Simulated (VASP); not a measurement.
These are r2SCAN meta-GGA, VASP's PBE PAW potentials (set 64) (plane waves; VASP) values and carry that method's errors.

Input for VASP

File KPOINTS:
```
Automatic mesh
0
Gamma
12 12 1
0 0 0
```

**POSCAR**
```
Ru(001) slab
2.708950
  1.0000001264   0.0000000000   0.0000000000
 -0.5000000632   0.8660255707   0.0000000000
  0.0000000000   0.0000000000  10.2423517262
Ru
6
Direct
  0.6666670000   0.3333330000   0.3841380995
  0.3333330000   0.6666670000   0.3101928615
  0.6666670000   0.3333330000   0.5391203564
  0.3333330000   0.6666670000   0.4608796436
  0.6666670000   0.3333330000   0.6898071385
  0.3333330000   0.6666670000   0.6158619005
```

INCAR:
```
SYSTEM=Ru(001) slab
SIGMA=0.1   ! width (eV)
PREC=Normal
LVHAR=.True.
EDIFF=1E-6
LMIXTAU=.True.
ALGO=Normal   ! blocked Davidson
NELM=100   ! most electronic steps
NELMIN=4
LDIPOL=.True.
LORBIT=11   ! lm-projected
LWAVE=.False.
DIPOL=0.5 0.5 0.5
LASPH=.True.   ! aspherical one-centre terms
IDIPOL=3
ISMEAR=1
METAGGA=R2SCAN
LMAXMIX=4   ! l cut-off of mixed one-centre charges
ENCUT=400
LREAL=.False.   ! projection in real space or not
LCHARG=.False.
```

POTCAR, in this order: Ru_pv (PBE.64 set). Program: vasp_std. Read from the step before: WAVECAR.

Problem. Predict the energy per atom (σ→0), band gap (on the k-mesh).

Solution. 
The energy per atom (σ→0) is -25.058 eV/atom and the band gap (on the k-mesh) is none (metal, semimetal or under 0.01 eV).

### OSZICAR
```
...
DAV:   2    -0.150346254132E+03   -0.68393E-04   -0.37415E-04  2736   0.142E-01    0.708E-02
DAV:   3    -0.150346178492E+03    0.75641E-04   -0.27493E-04  2522   0.123E-01    0.267E-03
DAV:   4    -0.150346187276E+03   -0.87842E-05   -0.49052E-06  1852   0.153E-02    0.135E-03
DAV:   5    -0.150346185954E+03    0.13219E-05   -0.14050E-06  1242   0.777E-03    0.436E-04
DAV:   6    -0.150346186957E+03   -0.10034E-05   -0.42692E-07  1112   0.386E-03    0.381E-04
DAV:   7    -0.150346185485E+03    0.14727E-05   -0.75921E-07  1134   0.532E-03    0.254E-04
DAV:   8    -0.150346186104E+03   -0.61949E-06   -0.41298E-07  1080   0.386E-03
   1 F= -.15034619E+03 E0= -.15034527E+03  d E =-.275084E-02
```

The cell is a thin slab with vacuum, built from Ru (hcp): (001) face.
